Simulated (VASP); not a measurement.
Output of a VASP run:

OUTCAR:
```
 ion  position               nearest neighbor table
   1  0.333  0.667  0.250-   2 3.43   2 3.43   2 3.43   2 3.43   2 3.43   2 3.43
   2  0.667  0.333  0.750-   1 3.43   1 3.43   1 3.43   1 3.43   1 3.43   1 3.43
  LATTYP: Found a hexagonal cell.
 ALAT       =     3.5618009743
 C/A-ratio  =     1.5405142973
 Subroutine PRICEL returns:
 Original cell was already a primitive cell.
 Subroutine GETGRP returns: Found 24 space group operations
The static configuration has the point symmetry D_3d.
 The point group associated with its full space group is D_6h.
The dynamic configuration has the point symmetry D_3d.
 Subroutine INISYM returns: Found 24 space group operations
 Subroutine IBZKPT returns following result:
 Found    105 irreducible k-points:

 Following reciprocal coordinates:
            Coordinates               Weight
  0.000000  0.000000  0.000000      1.000000
  0.076923  0.000000  0.000000      6.000000
  0.153846  0.000000  0.000000      6.000000
  0.230769 -0.000000  0.000000      6.000000
  0.307692  0.000000  0.000000      6.000000
  0.384615 -0.000000  0.000000      6.000000
  0.461538 -0.000000  0.000000      6.000000
  0.076923  0.076923  0.000000      6.000000
  0.153846  0.076923  0.000000     12.000000
  0.230769  0.076923  0.000000     12.000000
  0.307692  0.076923  0.000000     12.000000
  0.384615  0.076923  0.000000     12.000000
  0.461538  0.076923  0.000000      6.000000
  0.153846  0.153846  0.000000      6.000000
  0.230769  0.153846  0.000000     12.000000
  0.307692  0.153846  0.000000     12.000000
  0.384615  0.153846  0.000000     12.000000
  0.230769  0.230769  0.000000      6.000000
  0.307692  0.230769  0.000000     12.000000
  0.384615  0.230769  0.000000      6.000000
  0.307692  0.307692  0.000000      6.000000
  0.000000  0.000000  0.125000      2.000000
  0.076923  0.000000  0.125000     12.000000
  0.153846  0.000000  0.125000     12.000000
  0.230769 -0.000000  0.125000     12.000000
  0.307692  0.000000  0.125000     12.000000
  0.384615 -0.000000  0.125000     12.000000
  0.461538 -0.000000  0.125000     12.000000
  0.076923  0.076923  0.125000     12.000000
  0.153846  0.076923  0.125000     24.000000
  0.230769  0.076923  0.125000     24.000000
  0.307692  0.076923  0.125000     24.000000
  0.384615  0.076923  0.125000     24.000000
  0.461538  0.076923  0.125000     12.000000
  0.153846  0.153846  0.125000     12.000000
  0.230769  0.153846  0.125000     24.000000
  0.307692  0.153846  0.125000     24.000000
  0.384615  0.153846  0.125000     24.000000
  0.230769  0.230769  0.125000     12.000000
  0.307692  0.230769  0.125000     24.000000
   k-points           NKPTS =    105   k-points in BZ     NKDIM =    105   number of bands    NBANDS=     13
   number of dos      NEDOS =    601   number of ions     NIONS =      2
   total plane-waves  NPLWV =  32928
   dimension x,y,z NGX =    28 NGY =   28 NGZ =   42
   dimension x,y,z NGXF=    56 NGYF=   56 NGZF=   84
   ions per type =               2
   PREC   = accura    normal or accurate (medium, high low for compatibility)
   ISTART =      0    job   : 0-new  1-cont  2-samecut
   ICHARG =      2    charge: 1-file 2-atom 10-const
   ISPIN  =      1    spin polarized calculation?
   LNONCOLLINEAR =      F non collinear calculations
   LSORBIT =      F    spin-orbit coupling
   INIWAV =      1    electr: 0-lowe 1-rand  2-diag
   ENCUT  =  520.0 eV  38.22 Ry    6.18 a.u.   6.62  6.62 10.20*2*pi/ulx,y,z
   NELM   =    100;   NELMIN=  2; NELMDL= -5     # of ELM steps
   EDIFF  = 0.1E-06   stopping-criterion for ELM
   LREAL  =      F    real-space projection
   NLSPLINE    = F    spline interpolate recip. space projectors
   LMAXMIX     =    6 max onsite mixed and CHGCAR
   VOSKOWN=      0    Vosko Wilk Nusair interpolation
   EDIFFG = 0.1E-05   stopping-criterion for IOM
   NSW    =      0    number of steps for IOM
...
```

### OSZICAR
```
       N       E                     dE             d eps       ncg     rms          rms(c)
DAV:   1     0.519468633245E+02    0.51947E+02   -0.88091E+03  2730   0.125E+03
DAV:   2    -0.551929831501E+01   -0.57466E+02   -0.56373E+02  2750   0.318E+02
DAV:   3    -0.888915217476E+01   -0.33699E+01   -0.31622E+01  3805   0.416E+01
DAV:   4    -0.902158441325E+01   -0.13243E+00   -0.13017E+00  3641   0.872E+00
DAV:   5    -0.902560432056E+01   -0.40199E-02   -0.40208E-02  3844   0.109E+00    0.249E+01
DAV:   6    -0.903076821051E+01   -0.51639E-02   -0.21573E-02  4191   0.139E+00    0.149E+01
DAV:   7    -0.904102541051E+01   -0.10257E-01   -0.39600E-02  4083   0.193E+00    0.248E-01
DAV:   8    -0.904074001402E+01    0.28540E-03   -0.21898E-03  3465   0.394E-01    0.671E-02
DAV:   9    -0.904074604714E+01   -0.60331E-05   -0.21250E-04  3426   0.133E-01    0.312E-02
DAV:  10    -0.904074074263E+01    0.53045E-05   -0.33368E-05  3517   0.475E-02    0.371E-02
DAV:  11    -0.904074106792E+01   -0.32528E-06   -0.36310E-06  3235   0.163E-02    0.115E-03
DAV:  12    -0.904074130810E+01   -0.24018E-06   -0.40986E-07  3210   0.600E-03    0.379E-03
DAV:  13    -0.904074123440E+01    0.73705E-07   -0.50987E-08  1810   0.204E-03
   1 F= -.98270907E+01 E0= -.98270907E+01  d E =0.000000E+00
```

### OUTCAR
```
------------------------ aborting loop because EDIFF is reached ----------------------------------------
 Edisp (eV)   -0.78635
  FORCE on cell =-STRESS in cart. coord.  units (eV):
  Direction    XX          YY          ZZ          XY          YZ          ZX
  --------------------------------------------------------------------------------------
  Total      -0.10016    -0.10016     0.12148    -0.00000     0.00000    -0.00000
  in kB      -2.66182    -2.66182     3.22861    -0.00000     0.00000    -0.00000
  external pressure =       -0.70 kB  Pullay stress =        0.00 kB
  volume of cell :       60.28
      direct lattice vectors                 reciprocal lattice vectors
     1.780900571 -3.084610078  0.000000000     0.280756831 -0.162095042  0.000000000
     1.780900571  3.084610078  0.000000000     0.280756831  0.162095042  0.000000000
     0.000000000  0.000000000  5.487005325     0.000000000  0.000000000  0.182248775
 POSITION                                       TOTAL-FORCE (eV/Angst)
 -----------------------------------------------------------------------------------
      1.78090      1.02821      1.37175        -0.000000      0.000000      0.000000
      1.78090     -1.02821      4.11525         0.000000     -0.000000      0.000000
 -----------------------------------------------------------------------------------
    total drift:                                0.000003      0.000098     -0.000011
  FREE ENERGIE OF THE ION-ELECTRON SYSTEM (eV)
  ---------------------------------------------------
  free  energy   TOTEN  =        -9.8270906709 eV

  energy  without entropy=       -9.8270906709  energy(sigma->0) =       -9.82709067

 total charge

# of ion       s       p       d       tot
------------------------------------------
    1        0.456   6.400   1.162   8.018
    2        0.456   6.400   1.162   8.018
--------------------------------------------------
tot          0.912  12.801   2.323  16.036
```
(Selected blocks of OUTCAR.)

**POSCAR**
```
Dy
1
    1.7809005715    -3.0846100783     0.0000000000
    1.7809005715     3.0846100783     0.0000000000
    0.0000000000     0.0000000000     5.4870053250
Dy
2
Direct
  0.3333330000   0.6666670000   0.2500000000
  0.6666670000   0.3333330000   0.7500000000
```

### Question
Reconstruct the remaining input files.

### Answer
One answer among several that fit: the input of the run itself, PBE GGA with D3 dispersion (zero damping), plane waves, VASP's PBE PAW potentials (set 64).

### KPOINTS
```
Automatic mesh
0
Gamma
13 13 8
0 0 0
```

INCAR:
```
# general
SYSTEM =Dy
PREC   =Accurate
ENCUT  =520
LREAL  =.FALSE.
LASPH  =.TRUE.

# electronic loop
EDIFF  =1E-7
NELM   =100
ALGO   =Normal
LMAXMIX=6

# smearing
ISMEAR =-5

# functional
GGA    =PE
IVDW   =11

# ions
ISIF   =2

# output
LWAVE  =.FALSE.
LCHARG =.TRUE.
LORBIT =11
NEDOS  =601
```

POTCAR, in this order: Dy_3 (PBE.64 set). Program: vasp_std.

The 4f electrons are frozen in the core of the lanthanide potential, so 4f levels, which can set the real gap, and their magnetism are missing. For a metal the tetrahedron method with Blöchl corrections gives inexact stress and forces.

The compound is Dy in the hcp structure. It was relaxed first.
